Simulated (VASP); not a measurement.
Here is the system:

```yaml
crystal:
  lattice:
    - [0.00000, 3.04552, 3.04552]
    - [3.04552, 0.00000, 3.04552]
    - [3.04552, 3.04552, 0.00000]
  atoms:
    - { symbol: Ba, position: [0.00000, 0.00000, 0.00000] }
    - { symbol: F, position: [0.25000, 0.25000, 0.25000] }
    - { symbol: F, position: [0.75000, 0.75000, 0.75000] }
```

Calculation: LDA (Ceperley-Alder, Perdew-Zunger), VASP's LDA PAW potentials (set 64) (plane waves; VASP). Run with 520 eV cut-off, Gaussian smearing of 0.050 eV, potentials Ba_sv F.

Unless said otherwise, spin-orbit coupling is left out, though it shifts the bands of the heavy elements here.

Q: Give the energies of bands 7 to 15 at the high-symmetry points, in eV from the valence-band maximum.

A: 
| band | Γ | X | U | L | W |
|---|---|---|---|---|---|
| 7 | -1.74 | -1.76 | -1.47 | -1.29 | -1.40 |
| 8 | -1.74 | -0.46 | -0.66 | -1.29 | -0.64 |
| 9 | -1.74 | -0.46 | -0.57 | -0.78 | -0.41 |
| 10 | -0.13 | -0.30 | -0.34 | -0.38 | -0.39 |
| 11 | -0.13 | -0.30 | -0.28 | -0.18 | -0.39 |
| 12 | -0.13 | -0.21 | -0.22 | -0.18 | -0.27 |
| 13 | 6.60 | 7.07 | 7.36 | 9.25 | 7.37 |
| 14 | 9.24 | 9.14 | 9.52 | 9.25 | 9.93 |
| 15 | 9.24 | 10.95 | 10.08 | 9.25 | 10.07 |

The gap is indirect, 6.60 eV, from the valence maximum at K-Γ at 0.36 to the conduction minimum at Γ.

Measured: gap 10.50 eV (computed value off by -3.90 eV), as given by Andrés Aguado et al., Journal of the Physical Society of Japan (1999), arXiv:cond-mat/9901145.

The compound is BaF2 in the fluorite structure. It was relaxed first, which changed the volume by -5 %.
